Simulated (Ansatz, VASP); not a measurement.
# CdF2: VASP beside Ansatz

Wanted: the spread between two codes on one cell, functional and k mesh. The two relaxations start from unlike cells of this crystal (the structure described is Ansatz's start), so only their ends are compared.

Main program and level: Ansatz 0.2.0; plane waves, with VASP 6.6.1 beside it; relaxation of cell and atoms at PBE.

## Step 1: The structure

The structure is cubic, space group Fm-3m (No. 225). The conventional cell has a = 5.388 Å, b = 5.388 Å, c = 5.388 Å, α = 90.00°, β = 90.00°, γ = 90.00°. Nearest to Cd lie 8 F at 2.33 Å. Nearest to F lie 4 Cd at 2.33 Å. Farther neighbours and most contacts between anions are not listed.

As a file:

```
Cd F
1.0
     0.00000    2.69400    2.69400
     2.69400    0.00000    2.69400
     2.69400    2.69400    0.00000
Cd F
1 2
Cartesian
  0.0000 0.0000 0.0000
  1.3470 1.3470 1.3470
  4.0410 4.0410 4.0410
```

## Step 2: VASP: relaxation of cell and atoms, PBE

The relaxed volume is the usual yardstick between codes: in a stiff, nearly cubic crystal its relative difference is about their pressure difference at one cell divided by the bulk modulus.

Lines of VASP's logs that name or quote its potential files are left out, and so is its time.

INCAR

```
SYSTEM = CdF2
PREC = Accurate
ENCUT = 600
EDIFF = 1E-07
NELM = 120
ISMEAR = -1
SIGMA = 0.02
LREAL = .FALSE.
ALGO = Normal
GGA = PE
NBANDS = 19
LORBIT = 11
LWAVE = .FALSE.
LCHARG = .FALSE.
ISIF = 3
IBRION = 2
NSW = 80
EDIFFG = -0.005
LASPH = .TRUE.
GGA_COMPAT = .FALSE.
NELMIN = 4
EFERMI = MIDGAP
```

POSCAR

```
CdF2
1.0
    0.0000000000      2.7448130715      2.7448130715
    2.7448130715      0.0000000000      2.7448130715
    2.7448130715      2.7448130715      0.0000000000
Cd F
1 2
Direct
    0.0000000000      0.0000000000      0.0000000000
    0.2500000000      0.2500000000      0.2500000000
    0.7500000000      0.7500000000      0.7500000000
```

KPOINTS

```
Automatic mesh
0
Gamma
6 6 6
0 0 0
```

PAW data sets: Cd and F (PBE family, release 64).

Launch:

```bash
$ mpirun -np 1 vasp_std
```

Numbers of over 12 decimals in the logs are rounded to 6 here.

What it wrote:

```text
[banner, memory and clock lines left out]
running    1 mpi-ranks, on    1 nodes
 distrk:  each k-point on    1 cores,    1 groups
 distr:  one band on    1 cores,    1 groups

 POSCAR found type information on POSCAR CdF
 POSCAR found :  2 types and       3 ions
 LDA part: xc-table for (Slater+PW92), standard interpolation
 POSCAR, INCAR and KPOINTS ok, starting setup
 FFT: planning ... GRIDC
 FFT: planning ... GRID_SOFT
 FFT: planning ... GRID
 WAVECAR not read
 entering main loop
       N       E                     dE             d eps       ncg     rms          rms(c)
DAV:   1     0.219968916055E+03    0.21997E+03   -0.16758E+04   608   0.153E+03
DAV:   2    -0.194871169765E+01   -0.22192E+03   -0.21391E+03   649   0.377E+02
DAV:   3    -0.126356112036E+02   -0.10687E+02   -0.10639E+02   683   0.901E+01
DAV:   4    -0.126966638035E+02   -0.61053E-01   -0.61043E-01   650   0.690E+00
DAV:   5    -0.126968918327E+02   -0.22803E-03   -0.22803E-03   668   0.393E-01    0.958E+00
DAV:   6    -0.108838569919E+02    0.18130E+01   -0.45672E+00   756   0.408E+01    0.678E+00
DAV:   7    -0.109286600344E+02   -0.44803E-01   -0.94238E-01   614   0.912E+00    0.390E+00
DAV:   8    -0.109188969273E+02    0.97631E-02   -0.17198E-01   623   0.386E+00    0.761E-01
DAV:   9    -0.109083487308E+02    0.10548E-01   -0.42287E-02   711   0.234E+00    0.101E-01
DAV:  10    -0.109089113793E+02   -0.56265E-03   -0.32718E-03   623   0.688E-01    0.127E-01
DAV:  11    -0.109090170665E+02   -0.10569E-03   -0.23966E-04   650   0.175E-01    0.493E-02
DAV:  12    -0.109090400047E+02   -0.22938E-04   -0.87082E-05   614   0.810E-02    0.186E-02
DAV:  13    -0.109090424307E+02   -0.24260E-05   -0.11665E-05   641   0.289E-02    0.575E-03
DAV:  14    -0.109090419160E+02    0.51471E-06   -0.16576E-06   641   0.163E-02    0.183E-03
DAV:  15    -0.109090419571E+02   -0.41114E-07   -0.12760E-07   584   0.340E-03
   1 F= -.10909042E+02 E0= -.10909042E+02  d E =-.109090E+02
 curvature:   0.00 expect dE= 0.000E+00 dE for cont linesearch  0.000E+00
 trial: gam= 0.00000 g(F)=  0.152E-48 g(S)=  0.126E-04 ort = 0.000E+00 (trialstep = 0.100E+01)
 search vector abs. value=  0.126E-04
 bond charge predicted
       N       E                     dE             d eps       ncg     rms          rms(c)
DAV:   1    -0.109092203573E+02   -0.17844E-03   -0.33598E-03   632   0.651E-01    0.103E-01
DAV:   2    -0.109090600296E+02    0.16033E-03   -0.55573E-04   629   0.213E-01    0.221E-02
DAV:   3    -0.109090484095E+02    0.11620E-04   -0.24057E-05   637   0.895E-02    0.226E-02
DAV:   4    -0.109090472622E+02    0.11473E-05   -0.34506E-06   644   0.224E-02    0.158E-02
DAV:   5    -0.109090478267E+02   -0.56454E-06   -0.82662E-07   608   0.983E-03    0.197E-03
DAV:   6    -0.109090477870E+02    0.39701E-07   -0.13539E-07   313   0.683E-03
   2 F= -.10909048E+02 E0= -.10909048E+02  d E =-.582994E-05
 trial-energy change:   -0.000006  1 .order   -0.000005   -0.000013    0.000002
 step:   0.8879(harm=  0.8679)  dis= 0.00000  next Energy=   -10.909048 (dE=-0.594E-05)
 reached required accuracy - stopping structural energy minimisation
```

OUTCAR, selected parts (step 2):

```text
ion  position               nearest neighbor table
   1  0.000  0.000  0.000-   3 2.38   2 2.38   3 2.38   2 2.38   3 2.38   3 2.38   2 2.38   2 2.38

  LATTYP: Found a face centered cubic cell.
 ALAT       =     5.4896261430

 Subroutine GETGRP returns: Found 48 space group operations
 (whereof 48 operations were pure point group operations)

The static configuration has the point symmetry O_h .

 Found     16 irreducible k-points:

   k-points           NKPTS =     16   k-points in BZ     NKDIM =     16   number of bands    NBANDS=     19

   dimension x,y,z NGX =    32 NGY =   32 NGZ =   32
   dimension x,y,z NGXF=    64 NGYF=   64 NGZF=   64

   ENCUT  =  600.0 eV  44.10 Ry    6.64 a.u.   7.75  7.75  7.75*2*pi/ulx,y,z

   NELECT =      26.0000    total number of electrons

 k-points in reciprocal lattice and weights: Automatic mesh
   0.00000000  0.00000000  0.00000000       0.005
   0.16666667  0.00000000  0.00000000       0.037
   0.33333333  0.00000000  0.00000000       0.037
   0.50000000  0.00000000  0.00000000       0.019
   0.16666667  0.16666667  0.00000000       0.028
   0.33333333  0.16666667  0.00000000       0.111
   0.50000000  0.16666667  0.00000000       0.111
  -0.33333333  0.16666667  0.00000000       0.111
  -0.16666667  0.16666667  0.00000000       0.056
[...]
-0.33333333  0.33333333  0.16666667       0.111
  -0.33333333  0.50000000  0.16666667       0.056

 average (electrostatic) potential at core
       1 -39.5378       2 -78.1600       3 -78.1600

 E-fermi :  -0.2844

 k-point     1 :       0.0000    0.0000    0.0000
  band No.  band energies     occupation
    ...
      9      -2.5533      2.00000
     10      -2.5533      2.00000
     11      -2.2742      2.00000
     12      -2.2742      2.00000
     13      -2.2742      2.00000
     14       1.1616      0.00000
     15      10.7210      0.00000
     16      10.7210      0.00000
     17      10.7210      0.00000
     18      15.4247      0.00000
    ...

 k-point     2 :       0.1667    0.0000    0.0000
  band No.  band energies     occupation
    ...
      9      -2.7516      2.00000
     10      -2.7516      2.00000
     11      -2.4573      2.00000
     12      -2.2235      2.00000
     13      -2.2235      2.00000
     14       2.0933      0.00000
     15       9.6265      0.00000
     16      11.0776      0.00000
     17      11.0776      0.00000
     18      16.8537      0.00000
    ...

 k-point     3 :       0.3333    0.0000    0.0000
  band No.  band energies     occupation
    ...
      9      -3.2091      2.00000
     10      -3.1405      2.00000
     11      -3.1405      2.00000
     12      -2.1641      2.00000
     13      -2.1641      2.00000
     14       3.8829      0.00000
     15       8.1436      0.00000
     16      11.8626      0.00000
     17      11.8626      0.00000
     18      16.3642      0.00000
    ...

  Total        0.0024610      0.0024610      0.0024610     -0.0000000      0.0000000     -0.0000000
  in kB        0.0954102      0.0954102      0.0954102     -0.0000000      0.0000000     -0.0000000
  external PRESSURE =       0.0954102 kB  Pullay stress =       0.0000000 kB

  energy-cutoff  :      600.00
  volume of cell :       41.33
      direct lattice vectors                 reciprocal lattice vectors
     0.000000000  2.744099621  2.744099621    -0.182209128  0.182209128  0.182209128
     2.744099621  0.000000000  2.744099621     0.182209128 -0.182209128  0.182209128
     2.744099621  2.744099621 -0.000000000     0.182209128  0.182209128 -0.182209128

 POSITION                                       TOTAL-FORCE (eV/Angst)
 -----------------------------------------------------------------------------------
      0.00000      2.74410      2.74410         0.000000      0.000000      0.000000
      1.37205      1.37205      1.37205        -0.000000     -0.000000      0.000000
      4.11615      4.11615      4.11615         0.000000      0.000000     -0.000000
 -----------------------------------------------------------------------------------
    total drift:                               -0.000000     -0.000000      0.000000

  FREE ENERGIE OF THE ION-ELECTRON SYSTEM (eV)
  ---------------------------------------------------
  free  energy   TOTEN  =       -10.9090477870 eV

  energy  without entropy=      -10.9090477870  energy(sigma->0) =      -10.90904779

 reached required accuracy - stopping structural energy minimisation

 total charge
# of ion       s       p       d       tot
------------------------------------------
    1        0.222   0.176   9.679  10.078
    2        1.735   4.331   0.000   6.066
    3        1.735   4.331   0.000   6.066
--------------------------------------------------
tot          3.691   8.839   9.679  22.210

[... 3 further parts left out ...]
```

CONTCAR:

```
CdF2
   1.00000000000000
     0.0000000000000000    2.7440996209322912    2.7440996209322912
     2.7440996209322912    0.0000000000000000    2.7440996209322912
     2.7440996209322912    2.7440996209322912   -0.0000000000000000
  Cd              F
     1     2
Direct
     1.0000000000000000    0.0000000000000000    0.0000000000000000
     0.2500000000000000    0.2500000000000000    0.2500000000000000
     0.7500000000000000    0.7500000000000000    0.7500000000000000
```

## Step 3: Ansatz: relaxation of cell and atoms, PBE

Ansatz runs on its PAW soft_1 files.

Its own start cell and the same functional, mesh and smearing now go to Ansatz, which takes its cutoff from its data sets.

input.yaml

```yaml
crystal:
  lattice:
    - [0.0, 2.694, 2.694]
    - [2.694, 0.0, 2.694]
    - [2.694, 2.694, 0.0]
  atoms:
    - { symbol: Cd, position: [0.0, 0.0, 0.0] }
    - { symbol: F, position: [0.25, 0.25, 0.25] }
    - { symbol: F, position: [0.75, 0.75, 0.75] }
kpoints:
  mp_grid: { grid: [6, 6, 6] }
hamiltonian:
  xc: pbe
  pseudopotentials: { kind: paw, azcp: { folder: soft_1 } }
scf:
  occupations: { method: fermi_dirac, width: 0.02 }
relax:
  f_tol: 0.01
  max_steps: 60
  cell: {}
```

Launch:

```bash
$ ansatz run input.yaml --threads 24 --pin off --max-ram 82944MiB --backend cuda --events-out ev --progress --plain --runs-dir out --devices 1 --max-vram 78GiB
```

What it wrote:

```text
The last accepted step is kept in <dir> (removed where the run ends without a failure and the disk answers)
GPUs: using 1 of 1 available (devices: 1).
Engine: ansatz 0.2.0, aarch64-unknown-linux-gnu
Pseudopotentials: kind: paw
Pseudopotential: Cd, paw, valence charge 20, recommended cutoff 420 eV (normal), soft_1/Cd.paw.azcp
Pseudopotential: F, paw, valence charge 7, recommended cutoff 420 eV (normal), soft_1/F.paw.azcp
Functional definition: PBE
  parameter kappa = 0.804
  parameter beta = 0.066725
  exchange = pbe_x(kappa = kappa, mu = beta*pi^2/3)
  correlation = pbe_c(beta = beta)
[...]
Crystal: 3 atoms, lattice volume = 39.104 Å³
Basis set: ecut = 420 eV, 749 PW (Γ), exchange–correlation on 54×54×54 points (8 copies of the dense FFT grid, shifted against one another)
Bands: 21, of which v1, the nominal top of the filled ones, is band 17 counted from 1 (16 counted from 0)
Symmetry: 48 space group operations
Space group: Fm-3m (ITA 225), of the structure as read, at distance tolerance 3.4e-5 Å
k-points: 16 of 216
Non-local potential: Cd, projectors of the file, l = 0: 3, l = 1: 2, l = 2: 2, l = 3: 1
Non-local potential: F, projectors of the file, l = 0: 2, l = 1: 2, l = 2: 1
PAW form: soft (Blöchl's): semilocal exchange-correlation on the pseudo side does not see the compensation charge
PAW one-centre angular grid: Cd, 590 points (default); XC on 64 Gauss nodes
PAW one-centre angular grid: F, 110 points (default); XC on 64 Gauss nodes
Initial density: superposition of atomic densities (chi_scale 0.1, normalization cell, long waves kept (reshape's long-wave potential 0.00 eV rms))
Initial wavefunctions: pseudopotential atomic-orbital guess
[...]
Functional: x = pbe(κ = 0.804, μ = 0.219515), c = pbe(β = 0.066725)
SCF iter   1: F=—  HF=-9877.398715 eV  |F-HF|=—  |Δ(HF+E_count)|=         —  Δρ=2.13e-1  dr2=1.54e1  ethr=3.10e-3  ⟨swp⟩=5.0  Hψ=1494  notcnv=0
preconditioner: auto → none  [insulator: Δε(μ)=0.274 eV  Ē_g=17.319 eV  σ=0.020 eV  W_gap=1.00  n_scr=14 (ndim 8)  ℏωp=30.3 eV  f_vac=0.099  D(μ)=0.00/eV (n_scr^D=0)  ε∞_Penn≈4.1]
SCF iter   2: F=—  HF=-9873.510643 eV  |F-HF|=—  |Δ(HF+E_count)|=    3.89e0  Δρ=1.34e-1  dr2=4.31e0  ethr=3.10e-3  ⟨swp⟩=3.9  Hψ=985  notcnv=0
[...]
SCF iter   8: F=-9872.213754 eV  HF=-9872.213754 eV  |F-HF|=1.86e-8  |Δ(HF+E_count)|=   4.96e-7  Δρ=9.42e-6  dr2=2.77e-8  ethr=2.94e-10  ⟨swp⟩=2.8  Hψ=1381  notcnv=0
SCF 1 converged in 8 iterations: F = -9872.213754 eV  dr2 = 2.77e-8
  greatest PAW one-centre occupation: 1.000 electrons in one spin orbital (limit 2), on the Cd atom at site 0 (counted from 0), in its partial waves of l = 1
relax step   1: F+E_penalty+E_count = -9872.21375384 eV  Δ(F+E_penalty+E_count) = +0.000e0 eV  max|allowed force component| = 9.637e-18 eV/Å  Δτ_max = 0.0000 Å  P = +5.467 GPa  Ω = 39.104 Å³  (8 SCF iters, dr2 threshold 1.00e-7 eV, accepted)
[...]
relax step   2: F+E_penalty+E_count = -9872.24118092 eV  Δ(F+E_penalty+E_count) = -2.743e-2 eV  max|allowed force component| = 2.968e-17 eV/Å  Δτ_max = 0.0000 Å  P = +0.231 GPa  Ω = 40.960 Å³  energy of the carried Pulay correction = -4.407e-3 eV  (6 SCF iters, dr2 threshold 3.00e-7 eV, accepted)
[...]
relax step   3: F+E_penalty+E_count = -9872.24104798 eV  Δ(F+E_penalty+E_count) = +1.329e-4 eV  max|allowed force component| = 3.624e-17 eV/Å  Δτ_max = 0.0000 Å  P = +0.017 GPa  Ω = 41.046 Å³  energy of the carried Pulay correction = -4.607e-3 eV  (4 SCF iters, dr2 threshold 1.34e-7 eV, accepted)
[...]
relax step   4: F+E_penalty+E_count = -9872.24726828 eV  Δ(F+E_penalty+E_count) = -6.220e-3 eV  max|allowed force component| = 3.932e-17 eV/Å  Δτ_max = 0.0000 Å  P = +0.311 GPa  Ω = 41.046 Å³  stress off target by 3.11e-1 GPa  SCF on the basis re-selected at this cell (its energy is not comparable with the rows above)  (7 SCF iters)
[...]
relax step   5: F+E_penalty+E_count = -9872.24709855 eV  Δ(F+E_penalty+E_count) = +1.697e-4 eV  max|allowed force component| = 3.701e-17 eV/Å  Δτ_max = 0.0000 Å  P = +0.019 GPa  Ω = 41.171 Å³  energy of the carried Pulay correction = -2.981e-4 eV  (4 SCF iters, dr2 threshold 2.41e-7 eV, accepted)
[...]
relax step   6: F+E_penalty+E_count = -9872.24747868 eV  Δ(F+E_penalty+E_count) = -3.801e-4 eV  max|allowed force component| = 3.431e-17 eV/Å  Δτ_max = 0.0000 Å  P = +0.024 GPa  Ω = 41.171 Å³  stress off target by 2.40e-2 GPa  SCF on the basis re-selected at this cell (its energy is not comparable with the rows above)  (6 SCF iters)
basis re-selected at this cell: Δ(F+E_penalty+E_count) = -3.801e-4 eV, ΔP = +0.005 GPa vs the last step (what re-selecting the basis moved, of the pressure what is left beyond the Pulay correction that the steps carried, after the strain that the cell walked since its last selection, with what the two solves' SCF thresholds leave and, on support functions, any second-order correction that the steps lacked; it is no m [...]
SCF converged after 6 iterations
Free energy (F): -9872.247479 eV
Harris-Foulkes:  -9872.247479 eV  (|F-HF|=3.64e-12)
Internal energy: -9872.247479 eV  (E = F + TS)
E sigma→0 (E₀):  -9872.247479 eV
Fermi energy:    7.144885 eV
--- Per-component energies (eV) ---
  E_band       = -505.745070
  E_kinetic    = 834.476323
  E_local      = -4369.690367  (includes V_loc(G=0)·N_el)
  E_nonlocal   = 298.268777
  E_hartree    = 1915.357495
  E_xc         = -309.149616
  E_vxc        = -391.658856  (∫ρ·V_xc dr)
  E_paw        = -4512.238099  (= ΣΔE_a)
  E_vpaw       = -707.857785  (= ΣTr[D̂ρ^β])
  E_aug_tail   = 0.001940  (compensation charges beyond the density's cutoff)
  E_ewald      = -3729.273931
  E_smearing   = -0.000000  (= −TS)
  E_closure    = -0.000000  (closes the sum)
  Σ components = -9872.247479   (vs F -9872.247479, Δ=0.00e0)
--- Forces (eV/Å), atoms counted from 1 ---
  atom   1  Cd    -0.00000000     0.00000000     0.00000000
  atom   2  F     -0.00000000    -0.00000000    -0.00000000
  atom   3  F      0.00000000     0.00000000     0.00000000
  max |Σ_I F_I| component: 4.63e-18 eV/Å
--- Stress (GPa, compression-positive) ---
        0.024020      -0.000000      -0.000000
       -0.000000       0.024020      -0.000000
       -0.000000      -0.000000       0.024020
  P = ⅓ Tr σ = 0.0240 GPa (0.240 kbar)
--- Band table (eV; the first three rows and the last of 16) ---
  k-point 0: bands = [... 13 lower, 4.8180, 5.1145, 5.1145, 5.1145, 8.5858, 18.1238, 18.1238, 18.1238]
  k-point 1: bands = [... 13 lower, 4.6223, 4.9270, 5.1621, 5.1621, 9.5161, 17.0310, 18.4849, 18.4849]
  k-point 2: bands = [... 13 lower, 4.2314, 4.2314, 5.2219, 5.2219, 11.3094, 15.5473, 19.2808, 19.2808]
  k-point 15: bands = [... 13 lower, 3.6313, 4.8922, 5.1872, 5.6537, 13.3190, 16.0262, 17.1140, 18.0953]
--- Relaxed structure (4 steps of the walk, 4 accepted, 2 SCFs on fresh bases) ---
  F+E_penalty+E_count = -9872.24747868 eV   max|allowed force component| = 3.431e-17 eV/Å   (the final SCF, on the basis selected at the relaxed cell)
  cell:  # Å, volume = 41.1711 Å³
    - [0, 2.740654, 2.740654]
    - [2.740654, 0, 2.740654]
    - [2.740654, 2.740654, 0]
  atoms:
    - { symbol: Cd, position: [0, 0, 0] }
    - { symbol: F, position: [0.25, 0.25, 0.25] }
    - { symbol: F, position: [0.750000, 0.750000, 0.750000] }
```

## Step 4: Differences

Known differences besides the potentials themselves: the data sets hold 34 valence electrons in Ansatz (on its PAW soft_1 files) and 26 in VASP; the cutoff is 420 eV in Ansatz and 600 eV in VASP; Ansatz adds a Pulay correction to the stress that steers its cell, VASP none. Total energies have different zeros and are not compared.

Both answers:

| quantity | Ansatz | VASP | difference |
| --- | --- | --- | --- |
| volume (Å³) | 41.17 | 41.33 | -0.38 % |
| edge a after relaxation, in the typed setting (Å) | 3.876 | 3.881 | -0.12 % |

## Step 5: Results

| Item | Value |
| --- | --- |
| difference in volume (relaxation of cell and atoms, PBE) | -0.38 % |

**Reading.** The difference in volume is -0.38 % (relaxation of cell and atoms, PBE), within the 1.2 % picked in this series as the mark of a large difference, as far as the stopping tolerances let one tell. The data sets hold unlike numbers of valence electrons (34 in Ansatz and 26 in VASP), so part of the differences comes from the potentials. Such differences can come from data sets, numerical settings and the points named under the comparisons, not from the functional's error against experiment.

[Lines on the potential files, build, host, timing and source positions are cut from VASP's logs without a mark.]

[Logs are printed without paths, hosts, clocks, repeated set-up lines and the standing remarks that a program may print on its own settings, such as how far it seeks lower states.]

[Hosts, paths, dates, database ids (printed as entryN), source tags and the programs' standing remarks are cut or masked in the printed files.]
